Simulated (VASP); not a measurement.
Method: TPSS meta-GGA, VASP's PBE PAW potentials (set 64) (plane waves; VASP 6.6.1).

The input files of a VASP run:

KPOINTS:
```
Automatic mesh
0
Gamma
  9 9 9
0 0 0
```

File POSCAR:
```
Ni3Al
1.0
  3.4958400141   0.0000000000   0.0000000000
  0.0000000000   3.4958400141   0.0000000000
  0.0000000000   0.0000000000   3.4958400141
Al Ni
1 3
Direct
  0.0000000000   0.0000000000   0.0000000000
  0.0000000000   0.5000000000   0.5000000000
  0.5000000000   0.0000000000   0.5000000000
  0.5000000000   0.5000000000   0.0000000000
```

**INCAR**
```
# general
SYSTEM  = Ni3Al
PREC    = Accurate
ENCUT   = 520
LREAL   = F
LASPH   = T

# electronic loop
EDIFF   = 1E-7
NELM    = 100
ALGO    = Normal
LMAXMIX = 4
LMIXTAU = T

# smearing
ISMEAR  = 1
SIGMA   = 0.1

# functional
METAGGA = TPSS

# spin
ISPIN   = 2
MAGMOM  = -0.0 0.3 0.3 0.3

# ions
ISIF    = 2

# output
LWAVE   = F
LCHARG  = F
LORBIT  = 10
```

POTCAR, in this order: Al Ni (PBE.64 set). Program: vasp_std.

The resulting files:

### OSZICAR
```
       N       E                     dE             d eps       ncg     rms          rms(c)
DAV:   1     0.256758749531E+03    0.25676E+03   -0.19468E+04  2836   0.308E+03
DAV:   2     0.497082262212E+01   -0.25179E+03   -0.24361E+03  2968   0.566E+02
DAV:   3    -0.192233184098E+02   -0.24194E+02   -0.22892E+02  3160   0.224E+02
DAV:   4    -0.202045618231E+02   -0.98124E+00   -0.97516E+00  3896   0.549E+01
DAV:   5    -0.202723847701E+02   -0.67823E-01   -0.67798E-01  4748   0.120E+01    0.125E+01
DAV:   6    -0.516461897740E+02   -0.31374E+02   -0.59680E+01  2800   0.663E+01    0.130E+01
DAV:   7    -0.534665323471E+02   -0.18203E+01   -0.33168E+00  3804   0.246E+01    0.183E+01
DAV:   8    -0.495966397798E+02    0.38699E+01   -0.13611E+01  3304   0.574E+01    0.526E+00
DAV:   9    -0.495562221855E+02    0.40418E-01   -0.10149E+00  3664   0.125E+01    0.344E+00
DAV:  10    -0.495805775453E+02   -0.24355E-01   -0.52920E-02  3828   0.328E+00    0.246E+00
DAV:  11    -0.495664354046E+02    0.14142E-01   -0.33897E-02  3180   0.244E+00    0.136E+00
DAV:  12    -0.495487277964E+02    0.17708E-01   -0.57215E-02  3268   0.368E+00    0.742E-01
DAV:  13    -0.495507005521E+02   -0.19728E-02   -0.60063E-03  3532   0.998E-01    0.360E-01
DAV:  14    -0.495517280664E+02   -0.10275E-02   -0.15149E-03  3996   0.612E-01    0.145E-01
DAV:  15    -0.495516688530E+02    0.59213E-04   -0.46295E-04  3244   0.325E-01    0.427E-02
DAV:  16    -0.495516579833E+02    0.10870E-04   -0.40955E-05  3604   0.114E-01    0.454E-02
DAV:  17    -0.495516563296E+02    0.16537E-05   -0.60391E-05  3388   0.127E-01    0.201E-02
DAV:  18    -0.495516564340E+02   -0.10441E-06   -0.32123E-06  3104   0.260E-02    0.111E-02
DAV:  19    -0.495516563367E+02    0.97344E-07   -0.12372E-07  1644   0.516E-03
   1 F= -.49551656E+02 E0= -.49551356E+02  d E =-.900003E-03  mag=     0.7565
```

**OUTCAR**
```
------------------------ aborting loop because EDIFF is reached ----------------------------------------
  FORCE on cell =-STRESS in cart. coord.  units (eV):
  Direction    XX          YY          ZZ          XY          YZ          ZX
  --------------------------------------------------------------------------------------
  Total        1.7260168      1.7260168      1.7260168      0.0000000     -0.0000000      0.0000000
  in kB       64.7293075     64.7293075     64.7293075      0.0000000     -0.0000000      0.0000000
  external PRESSURE =      64.7293075 kB  Pullay stress =       0.0000000 kB
  volume of cell :       42.72
      direct lattice vectors                 reciprocal lattice vectors
     3.495840014  0.000000000  0.000000000     0.286054281  0.000000000  0.000000000
     0.000000000  3.495840014  0.000000000     0.000000000  0.286054281  0.000000000
     0.000000000  0.000000000  3.495840014     0.000000000  0.000000000  0.286054281
 POSITION                                       TOTAL-FORCE (eV/Angst)
 -----------------------------------------------------------------------------------
      0.00000      0.00000      0.00000         0.000000      0.000000      0.000000
      0.00000      1.74792      1.74792         0.000000      0.000000      0.000000
      1.74792      0.00000      1.74792         0.000000      0.000000      0.000000
      1.74792      1.74792      0.00000         0.000000      0.000000      0.000000
 -----------------------------------------------------------------------------------
    total drift:                                0.000000     -0.000000      0.000000
  FREE ENERGIE OF THE ION-ELECTRON SYSTEM (eV)
  ---------------------------------------------------
  free  energy   TOTEN  =       -49.5516563367 eV

  energy  without entropy=      -49.5507563339  energy(sigma->0) =      -49.55135634

 total charge

# of ion       s       p       d       tot
------------------------------------------
    1        0.433   0.420   0.000   0.853
    2        0.510   0.571   8.409   9.490
    3        0.510   0.571   8.409   9.490
    4        0.510   0.571   8.409   9.490
--------------------------------------------------
tot          1.964   2.132  25.227  29.324

 magnetization (x)

# of ion       s       p       d       tot
------------------------------------------
    1       -0.001  -0.009   0.000  -0.010
    2       -0.004  -0.012   0.285   0.269
    3       -0.004  -0.012   0.285   0.269
    4       -0.004  -0.012   0.285   0.269
--------------------------------------------------
tot         -0.013  -0.045   0.854   0.796
```
(Selected blocks of OUTCAR.)

The compound is Ni3Al in the L1_2 structure. This cell is one point of a volume scan, at 0.97 of the reference volume.
